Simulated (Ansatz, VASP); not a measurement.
# Pd in two plane-wave programs

Aim: how closely do two programs agree when they are given the same cell, functional and k mesh? The structure shown is the start of the Ansatz relaxation below; VASP solves that cell, so the two are compared at the walk's first step.

Calculated with Ansatz 0.2.0; plane waves, with VASP 6.6.1 beside it; single point at PBEsol.

## Step 1: Set-up

The cell holds 5 atoms: 5 Pd. Its edges and angles: a = 2.751 Å, b = 2.751 Å, c = 39.360 Å, α = 90.0°, β = 90.0°, γ = 90.0°. It derives from Pd. Vacuum lies along c. The height across the vacuum is the one that the program set for its solve, not the one typed.

Structure file:

```cif
data_structure
_symmetry_space_group_name_H-M 'P 1'
_symmetry_Int_Tables_number 1
_cell_length_a 2.7506
_cell_length_b 2.7506
_cell_length_c 39.3600
_cell_angle_alpha 90.000
_cell_angle_beta 90.000
_cell_angle_gamma 90.000
_cell_volume 297.80
loop_
_atom_site_label
_atom_site_type_symbol
_atom_site_fract_x
_atom_site_fract_y
_atom_site_fract_z
_atom_site_occupancy
Pd1 Pd 0.00000 0.00000 0.16514 1
Pd2 Pd 0.50000 0.50000 0.21456 1
Pd3 Pd 0.00000 0.00000 0.26397 1
Pd4 Pd 0.50000 0.50000 0.31339 1
Pd5 Pd 0.00000 0.00000 0.36280 1
```

## Step 2: Ansatz: relaxation, PBEsol

Ansatz runs on its PAW soft_1 files.

The two programs are compared at the cell with which this relaxation starts, whose forces are those of its first step.

input.yaml

```yaml
crystal:
  lattice:
    - [1.945, 1.945, 0.0]
    - [-1.945, 1.945, 0.0]
    - [0.0, 0.0, 20.78]
  atoms:
    - { symbol: Pd, position: [0.0, 0.0, 0.312801] }
    - { symbol: Pd, position: [0.5, 0.5, 0.4064] }
    - { symbol: Pd, position: [0.0, 0.0, 0.5] }
    - { symbol: Pd, position: [0.5, 0.5, 0.5936] }
    - { symbol: Pd, position: [0.0, 0.0, 0.687199] }
  periodic: [true, true, false]
kpoints:
  mp_grid: { grid: [14, 14, 1] }
hamiltonian:
  xc: pbesol
  pseudopotentials: { kind: paw, azcp: { folder: soft_1 }, xc_functional: pbe }
scf:
  occupations: { method: gaussian, width: 0.1 }
output:
  forces: true
  stress: true
  eigenvalues: true
  write_density: true
  write_potential: true
  elf: true
  volumetric_format: npy
relax:
  adjacent_minimum: "off"
  f_tol: 0.005
  max_steps: 80
  cell: { stress_2d_tol: 0.02 }
```

Run with:

```sh
ansatz run input.yaml --threads 4 --pin off --max-ram 16384MiB --backend cpu --events-out ev --progress --plain --runs-dir out
```

Numbers of over 12 decimals in the logs are rounded to 6 here.

Log:

```text
Warning: crystal.periodic: the lattice vector that does not repeat stood 0.000° off the slab's normal, 20.780 Å along it as the deck builds it. The run solves the slab on a vector along the normal, 39.360 Å long, with every atom where it was (on the deck's vector they left 13.00 Å outside them, and the widest stretch free of ions among them is 1.95 Å). A fractional position that the run reports is one of the run's ce [...]
crystal.periodic: the lattice vector that does not repeat stood 0.000° off the slab's normal, 20.780 Å along it as the deck builds it. The run solves the slab on a vector along the normal, 39.360 Å long, with every atom where it was (on the deck's vector they left 13.00 Å outside them, and the widest stretch free of ions among them is 1.95 Å). A fractional position that the run reports is one of the run's cell, which [...]
Engine: ansatz 0.2.0, aarch64-unknown-linux-gnu
Pseudopotentials: kind: paw
Pseudopotential: Pd, paw, valence charge 18, recommended cutoff 420 eV (normal), soft_1/Pd.paw.azcp
Functional definition: PBEsol
  exchange = pbesol_x
  correlation = pbesol_c
Crystal: 5 atoms, lattice volume = 297.800 Å³
Basis set: ecut = 420 eV, 5943 PW (Γ), exchange–correlation on 40×40×540 points (8 copies of the dense FFT grid, shifted against one another)
Bands: 54, of which v1, the nominal top of the filled ones, is band 45 counted from 1 (44 counted from 0)
Symmetry: 16 space group operations
Space group: P4/mmm (ITA 123), of the structure as read, at distance tolerance 6.7e-5 Å
k-points: 36 of 196
Non-local potential: Pd, projectors of the file, l = 0: 2, l = 1: 2, l = 2: 2, l = 3: 1
PAW form: soft (Blöchl's): semilocal exchange-correlation on the pseudo side does not see the compensation charge
PAW frozen core: Pd, regenerated for the run's functional, and the local potential with it (the file was generated under x = pbe(κ = 0.804, μ = 0.219515), c = pbe(β = 0.066725))
PAW one-centre angular grid: Pd, 590 points (default); XC on 64 Gauss nodes
Initial density: superposition of atomic densities (neutral atoms: chi_scale 0, normalization atom)
Initial wavefunctions: pseudopotential atomic-orbital guess
Functional: x = pbesol(κ = 0.804, μ = 0.123457), c = pbesol(β = 0.046)
SCF iter   1: F=—  HF=-34537.524447 eV  |F-HF|=—  |Δ(HF+E_count)|=         —  Δρ=8.85e-2  dr2=3.24e1  ethr=3.10e-3  ⟨swp⟩=19.2  Hψ=14622  notcnv=0  defer=16
preconditioner: auto → LDOS  [metal: Δε(μ)=0.013 eV  Ē_g=6.225 eV  σ=0.100 eV  W_gap=0.07  n_scr=28 (ndim 8)  ℏωp=15.2 eV  f_vac=0.717  D(μ)=9.97/eV (n_scr^D=74)  β→1.0]
SCF iter   2: F=—  HF=-34540.486661 eV  |F-HF|=—  |Δ(HF+E_count)|=    2.96e0  Δρ=1.10e-1  dr2=3.19e1  ethr=3.10e-3  ⟨swp⟩=4.8  Hψ=6221  notcnv=0  defer=74
[...]
SCF iter   4: F=—  HF=-34531.777910 eV  |F-HF|=—  |Δ(HF+E_count)|=   5.10e-9  Δρ=2.45e-6  dr2=1.42e-8  ethr=3.10e-10  ⟨swp⟩=3.4  Hψ=4257  notcnv=0
SCF iter   5: F=—  HF=-34531.777910 eV  |F-HF|=—  |Δ(HF+E_count)|=   9.06e-9  Δρ=5.22e-7  dr2=7.17e-10  ethr=1.58e-11  ⟨swp⟩=3.6  Hψ=4521  notcnv=0
SCF iter   6: F=—  HF=-34531.777910 eV  |F-HF|=—  |Δ(HF+E_count)|=   1.54e-9  Δρ=1.92e-7  dr2=1.41e-10  ethr=1.00e-12  ⟨swp⟩=3.4  Hψ=4169  notcnv=0
SCF iter   7: F=—  HF=-34531.777910 eV  |F-HF|=—  |Δ(HF+E_count)|=  6.55e-11  Δρ=6.78e-8  dr2=3.36e-11  ethr=1.00e-12  ⟨swp⟩=1.1  Hψ=2006  notcnv=0
SCF iter   8: F=—  HF=-34531.777910 eV  |F-HF|=—  |Δ(HF+E_count)|=  3.35e-10  Δρ=2.16e-8  dr2=1.34e-11  ethr=1.00e-12  ⟨swp⟩=1.0  Hψ=1944  notcnv=0
SCF iter   9: F=—  HF=-34531.777910 eV  |F-HF|=—  |Δ(HF+E_count)|=  1.02e-10  Δρ=2.42e-8  dr2=2.69e-12  ethr=1.00e-12  ⟨swp⟩=15.9  Hψ=15078  notcnv=0
SCF iter  10: F=-34531.777910 eV  HF=-34531.777910 eV  |F-HF|=0.00e0  |Δ(HF+E_count)|=  3.35e-10  Δρ=1.74e-8  dr2=1.17e-12  ethr=1.00e-12  ⟨swp⟩=8.5  Hψ=10017  notcnv=0
SCF 6 converged in 10 iterations: F = -34531.777910 eV  dr2 = 1.17e-12
relax step   6: F+E_penalty+E_count = -34531.77790954 eV  Δ(F+E_penalty+E_count) = +1.497e-3 eV  max|allowed force component| = 3.164e-3 eV/Å  Δτ_max = 0.0000 Å  P = +0.020 N/m  Ω = 281.381 Å³  fix = [c, alpha, beta]  reactions: c +0.000 N/m  stress off target by 2.00e-2 N/m on what of the cell is left free  SCF on the basis re-selected at this cell (its energy is not comparable with the rows above)  (10 SCF iters)
basis re-selected at this cell: Δ(F+E_penalty+E_count) = +1.497e-3 eV, ΔP = +0.037 N/m vs the last step (what re-selecting the basis moved, of the pressure what is left beyond the Pulay correction that the steps carried, after the strain that the cell walked since its last selection, with what the two solves' SCF thresholds leave and, on support functions, any second-order correction that the steps lacked; it is no measure of the basis error at this ecutwfc). The dense FFT grid was sized anew with the basis: this SCF ran on 18×18×270 points, the steps before it on 20×20×270, so part of this shift can come from that change (see relax.cell in the input reference). [rest of the remark cut]
WARN: The input density's exchange-correlation potential varies sharply where the density is thin. Do not read a vacuum level from v_tot or v_xc, or from such a field of the output density. On a cell that repeats whose density bears no net charge and no dipole along the vacuum's axis use v_es (v_loc + v_h of the components); under efield.dipole_correction with no amplitude use v_es + v_field, which holds any external [...]
SCF converged after 10 iterations
Free energy (F): -34531.777910 eV
Harris-Foulkes:  -34531.777910 eV  (|F-HF|=0.00e0)
Internal energy: -34531.714275 eV  (E = F + TS)
E sigma→0 (E₀):  -34531.746092 eV
Entropy (-TS):   -0.063635 eV (-12.727 meV/atom)
Fermi energy:    -5.265492 eV
--- Per-component energies (eV) ---
  E_band       = -2930.480803
  E_kinetic    = 2243.681607
  E_local      = -681763.326493  (includes V_loc(G=0)·N_el)
  E_nonlocal   = 1864.256059
  E_hartree    = 338865.811521
  E_xc         = -687.418970
  E_vxc        = -872.328255  (∫ρ·V_xc dr)
  E_paw        = -18726.731894  (= ΣΔE_a)
  E_vpaw       = -2134.387653  (= ΣTr[D̂ρ^β])
  E_aug_tail   = 0.001100  (compensation charges beyond the density's cutoff)
  E_ewald      = 323670.500168
  E_core_change = 1.512626  (= ΣΔE_core)
  E_smearing   = -0.063635  (= −TS)
  E_closure    = -0.000000  (closes the sum)
  Σ components = -34531.777910   (vs F -34531.777910, Δ=0.00e0)
--- Forces (eV/Å), atoms counted from 1 ---
  atom   1  Pd     0.00000000     0.00000000    -0.00316423
  atom   2  Pd     0.00000000     0.00000000     0.00085866
  atom   3  Pd    -0.00000000     0.00000000     0.00000000
  atom   4  Pd     0.00000000    -0.00000000    -0.00085866
  atom   5  Pd     0.00000000     0.00000000     0.00316423
  max |Σ_I F_I| component: 1.14e-28 eV/Å
--- 2D stress c σ (N/m, compression-positive) ---
        0.019998      -0.000000       0.000000
        0.000000       0.019998       0.000000
        0.000000       0.000000       0.000000
  P = ½ c Tr σ = 0.0200 N/m
--- Band table (eV; the first three rows and the last of 36) ---
  k-point 0: bands = [... 41 lower, -5.8983, -5.5971, -5.5488, -5.5488, -5.2616, -5.1978, -5.0857, -5.0857, ... 5 higher]
  k-point 1: bands = [... 41 lower, -5.8263, -5.7975, -5.7476, -5.3991, -5.3606, -5.2664, -5.2114, -5.0613, ... 5 higher]
  k-point 2: bands = [... 41 lower, -6.0956, -5.9563, -5.9122, -5.5095, -5.4960, -5.2540, -5.0779, -4.6999, ... 5 higher]
  k-point 35: bands = [... 41 lower, -4.7065, -4.7059, -4.3960, -4.3960, -0.8112, -0.8112, 1.0321, 1.0321, ... 5 higher]
  ° read free of the cell's end (the report's vacuum.weakly_bound_levels)
--- Relaxed structure (5 steps of the walk, 5 accepted, 1 SCFs on fresh bases) ---
  F+E_penalty+E_count = -34531.77790954 eV   max|allowed force component| = 3.164e-3 eV/Å   (the final SCF, on the basis selected at the relaxed cell)
  cell:  # Å, volume = 281.3811 Å³
    - [1.890624, 1.890624, 0.0]
    - [-1.890624, 1.890624, 0.0]
    - [0.0, 0.0, 39.35998088]
  atoms:
    - { symbol: Pd, position: [0, 0, 0.162868] }
    - { symbol: Pd, position: [0.500000, 0.500000, 0.213012] }
    - { symbol: Pd, position: [0, 0, 0.263974] }
    - { symbol: Pd, position: [0.500000, 0.500000, 0.314936] }
    - { symbol: Pd, position: [0, 0, 0.365080] }
```

## Step 3: VASP: single point, PBEsol, start cell, pair 1

The same cell, functional, mesh and smearing now go to VASP, with its own data sets.

Lines of VASP's logs that name or quote its potential files are left out, and so is its time.

INCAR

```
SYSTEM = Pd
PREC = Accurate
ENCUT = 400
EDIFF = 1E-06
NELM = 120
ISMEAR = 0
SIGMA = 0.1
LREAL = .FALSE.
ALGO = Normal
GGA = PS
NBANDS = 31
LASPH = .TRUE.
LORBIT = 11
LWAVE = .FALSE.
LCHARG = .FALSE.
ISIF = 2
LDIPOL = .TRUE.
IDIPOL = 3
DIPOL = 0.5 0.5 0.264
LVHAR = .TRUE.
GGA_COMPAT = .FALSE.
NELMDL = -8
KPAR = 2
```

POSCAR

```
Pd
1.0
    1.9450000000      1.9450000000      0.0000000000
   -1.9450000000      1.9450000000      0.0000000000
    0.0000000000      0.0000000000     39.3599810000
Pd
5
Direct
    0.0000000000      0.0000000000      0.1651424832
    0.5000000000      0.5000000000      0.2145578271
    0.0000000000      0.0000000000      0.2639737047
    0.5000000000      0.5000000000      0.3133895822
    0.0000000000      0.0000000000      0.3628049262
```

KPOINTS

```
Automatic mesh
0
Gamma
14 14 1
0 0 0
```

The projector-augmented-wave data sets are Pd (PBE family, release 64).

Run with:

```sh
mpirun -np 2 vasp_std
```

Log:

```text
[banner, memory and clock lines left out]
running    2 mpi-ranks, on    1 nodes
 distrk:  each k-point on    1 cores,    2 groups
 distr:  one band on    1 cores,    1 groups

 POSCAR found type information on POSCAR Pd
 POSCAR found :  1 types and       5 ions
|                                                                             |
|               ----> ADVICE to this user running VASP <----                  |
|                                                                             |
|     You enforced a specific xc type in the INCAR file but a different       |
|     [... a line on the potential file left out ...]
|     I HOPE YOU KNOW WHAT YOU ARE DOING!                                     |
|                                                                             |

 LDA part: xc-table for (Slater+PW92), standard interpolation
 POSCAR, INCAR and KPOINTS ok, starting setup
 FFT: planning ... GRIDC
 FFT: planning ... GRID_SOFT
 FFT: planning ... GRID
 WAVECAR not read
 entering main loop
       N       E                     dE             d eps       ncg     rms          rms(c)
DAV:   1     0.302401729924E+03    0.30240E+03   -0.18258E+04  2287   0.106E+03
DAV:   2    -0.141828993141E+02   -0.31658E+03   -0.30240E+03  2994   0.251E+02
DAV:   3    -0.293104119267E+02   -0.15128E+02   -0.14016E+02  2562   0.567E+01
DAV:   4    -0.297186259613E+02   -0.40821E+00   -0.39190E+00  2820   0.934E+00
DAV:   5    -0.297338063061E+02   -0.15180E-01   -0.14978E-01  2807   0.151E+00
DAV:   6    -0.297343627195E+02   -0.55641E-03   -0.55613E-03  3035   0.284E-01
DAV:   7    -0.297343864368E+02   -0.23717E-04   -0.23716E-04  2763   0.496E-02
DAV:   8    -0.297343874281E+02   -0.99135E-06   -0.99129E-06  2233   0.103E-02    0.165E+01
DAV:   9    -0.281555853163E+02    0.15788E+01   -0.56831E+00  2337   0.164E+01    0.792E+00
DAV:  10    -0.306156791532E+02   -0.24601E+01   -0.76344E+00  2393   0.272E+01    0.143E+01
DAV:  11    -0.282345992144E+02    0.23811E+01   -0.12545E+01  2423   0.280E+01    0.480E+00
DAV:  12    -0.281581742422E+02    0.76425E-01   -0.35129E-01  2437   0.522E+00    0.364E+00
DAV:  13    -0.280640519692E+02    0.94122E-01   -0.29896E-01  2494   0.579E+00    0.217E+00
DAV:  14    -0.280015183546E+02    0.62534E-01   -0.79067E-02  2326   0.325E+00    0.864E-01
[...]
DAV:  23    -0.279935001508E+02   -0.80883E-04   -0.42944E-06  2003   0.917E-03    0.128E-02
DAV:  24    -0.279935527321E+02   -0.52581E-04   -0.57284E-06  2038   0.195E-02    0.371E-03
DAV:  25    -0.279935932585E+02   -0.40526E-04   -0.25421E-06  1726   0.118E-02    0.345E-03
DAV:  26    -0.279936067130E+02   -0.13455E-04   -0.46224E-07  1613   0.471E-03    0.265E-03
DAV:  27    -0.279936120889E+02   -0.53759E-05   -0.11215E-07  1565   0.199E-03    0.130E-03
DAV:  28    -0.279936170205E+02   -0.49316E-05   -0.19218E-07  1490   0.208E-03    0.961E-04
DAV:  29    -0.279936188637E+02   -0.18432E-05   -0.77138E-08  1565   0.184E-03    0.543E-04
DAV:  30    -0.279936196577E+02   -0.79402E-06   -0.29596E-08  1508   0.781E-04
   1 F= -.27993620E+02 E0= -.27963248E+02  d E =-.607430E-01
```

OUTCAR, selected parts (step 3):

```text
ion  position               nearest neighbor table
   1  0.000  0.000  0.165-   2 2.75   2 2.75   2 2.75   2 2.75
   2  0.500  0.500  0.215-   1 2.75   1 2.75   1 2.75   1 2.75   3 2.75   3 2.75   3 2.75   3 2.75

  LATTYP: Found a simple tetragonal cell.
 ALAT       =     2.7506453788
 C/A-ratio  =    14.3093621966

 Subroutine GETGRP returns: Found 16 space group operations
 (whereof  8 operations were pure point group operations)

The static configuration has the point symmetry C_4v.
 The point group associated with its full space group is D_4h.

 Found     36 irreducible k-points:

   k-points           NKPTS =     36   k-points in BZ     NKDIM =     36   number of bands    NBANDS=     31

   dimension x,y,z NGX =    18 NGY =   18 NGZ =  270
   dimension x,y,z NGXF=    36 NGYF=   36 NGZF=  540

   ENCUT  =  400.0 eV  29.40 Ry    5.42 a.u.   4.49  4.49 64.19*2*pi/ulx,y,z

   NELECT =      50.0000    total number of electrons

 k-points in reciprocal lattice and weights: Automatic mesh
   0.00000000  0.00000000  0.00000000       0.005
   0.07142857  0.00000000  0.00000000       0.020
   0.14285714  0.00000000  0.00000000       0.020
   0.21428571  0.00000000  0.00000000       0.020
   0.28571429  0.00000000  0.00000000       0.020
   0.35714286  0.00000000  0.00000000       0.020
   0.42857143  0.00000000  0.00000000       0.020
   0.50000000  0.00000000  0.00000000       0.010
   0.07142857  0.07142857  0.00000000       0.020
[...]
0.50000000  0.42857143  0.00000000       0.020
   0.50000000  0.50000000  0.00000000       0.005

 dipolmoment           0.000000      0.000000      0.000000 electrons x Angstroem

 average (electrostatic) potential at core
       1 -81.1553       2 -81.6535       3 -81.7109       4 -81.6535       5 -81.1552

 E-fermi :  -1.5395

 k-point     1 :       0.0000    0.0000    0.0000
  band No.  band energies     occupation
    ...
     23      -1.8840      2.00000
     24      -1.8603      1.99999
     25      -1.8603      1.99999
     26      -1.6087      1.67230
     27      -1.5221      0.80591
     28      -1.3765      0.02113
     29      -1.3765      0.02113
     30      -0.0304      0.00000
     31       1.2017      0.00000

 k-point     2 :       0.0714    0.0000    0.0000
  band No.  band energies     occupation
    ...
     23      -2.0523      2.00000
     24      -1.8551      1.99999
     25      -1.7286      1.99249
     26      -1.6927      1.96968
     27      -1.5722      1.35637
     28      -1.3828      0.02663
     29      -1.3546      0.00890
     30       0.2918      0.00000
     31       1.5985      0.00000

 k-point     3 :       0.1429    0.0000    0.0000
  band No.  band energies     occupation
    ...
     23      -2.2488      2.00000
     24      -2.1687      2.00000
     25      -1.8154      1.99990
     26      -1.7988      1.99975
     27      -1.5384      0.98714
     28      -1.3647      0.01343
     29      -0.8526      0.00000
     30       0.9839      0.00000
     31       2.4572      0.00000

  Total       -3.9925493     -3.9925493     -2.0025962      0.0000000      0.0000000      0.0000000
  in kB      -21.4801237    -21.4801237    -10.7740723      0.0000000      0.0000000      0.0000000
  external PRESSURE =     -17.9114399 kB  Pullay stress =       0.0000000 kB

  energy-cutoff  :      400.00
  volume of cell :      297.80
      direct lattice vectors                 reciprocal lattice vectors
     1.945000000  1.945000000  0.000000000     0.257069409  0.257069409  0.000000000
    -1.945000000  1.945000000  0.000000000    -0.257069409  0.257069409  0.000000000
     0.000000000  0.000000000 39.359981000     0.000000000  0.000000000  0.025406516

 POSITION                                       TOTAL-FORCE (eV/Angst)
 -----------------------------------------------------------------------------------
      0.00000      0.00000      6.50001         0.000000     -0.000000      0.288674
      0.00000      1.94500      8.44499         0.000000      0.000000     -0.125329
      0.00000      0.00000     10.39000        -0.000000     -0.000000     -0.000000
      0.00000      1.94500     12.33501         0.000000     -0.000000      0.125329
      0.00000      0.00000     14.28000        -0.000000     -0.000000     -0.288674
 -----------------------------------------------------------------------------------
    total drift:                               -0.000000      0.000000      0.000043

  FREE ENERGIE OF THE ION-ELECTRON SYSTEM (eV)
  ---------------------------------------------------
  free  energy   TOTEN  =       -27.9936196577 eV

  energy  without entropy=      -27.9328766089  energy(sigma->0) =      -27.96324813

 vacuum level on the upper side and lower side of the slab         3.679         3.679

 total charge
# of ion       s       p       d       tot
------------------------------------------
    1        0.438   0.312   8.508   9.258
    2        0.476   0.484   8.452   9.412
    3        0.484   0.487   8.453   9.424
    4        0.476   0.484   8.452   9.412
    5        0.438   0.312   8.508   9.258
--------------------------------------------------
tot          2.313   2.078  42.374  46.764

[... 3 further parts left out ...]
```

The run ends at a pressure of -1.79 GPa, with forces up to 0.29 eV/Å.

## Step 4: Comparison

Known differences besides the potentials themselves: Ansatz cuts the interaction across the vacuum, VASP repeats the sheet with a dipole correction; the data sets hold 90 valence electrons in Ansatz (on its PAW soft_1 files) and 50 in VASP; the cutoff is 420 eV in Ansatz and 400 eV in VASP; Ansatz makes its cores anew for this functional, VASP keeps those of its PBE data sets. Total energies have different zeros and are not compared.

Forces (eV/Å; atoms numbered as in POSCAR):

```
atom        Ansatz x, y, z          VASP x, y, z
 Pd1   0.000, 0.000, 0.280   0.000, 0.000, 0.289
 Pd2  0.000, 0.000, -0.126  0.000, 0.000, -0.125
 Pd3   0.000, 0.000, 0.000   0.000, 0.000, 0.000
 Pd4   0.000, 0.000, 0.126   0.000, 0.000, 0.125
 Pd5  0.000, 0.000, -0.280  0.000, 0.000, -0.289
```

The forces differ by 3.1 meV/Å r.m.s., which is 2.7 % of the r.m.s. force of 0.115 eV/Å (both taken over all components). With vacuum in the cell, a pressure given here is an average over mostly empty space and none of the material.

(Continued in part 2 of 2.)

[Lines on the potential files, build, host, timing and source positions are cut from VASP's logs without a mark.]

[Logs are printed without paths, hosts, clocks, repeated set-up lines and the standing remarks that a program may print on its own settings, such as how far it seeks lower states.]

[Hosts, paths, dates, database ids (printed as entryN), source tags and the programs' standing remarks are cut or masked in the printed files.]
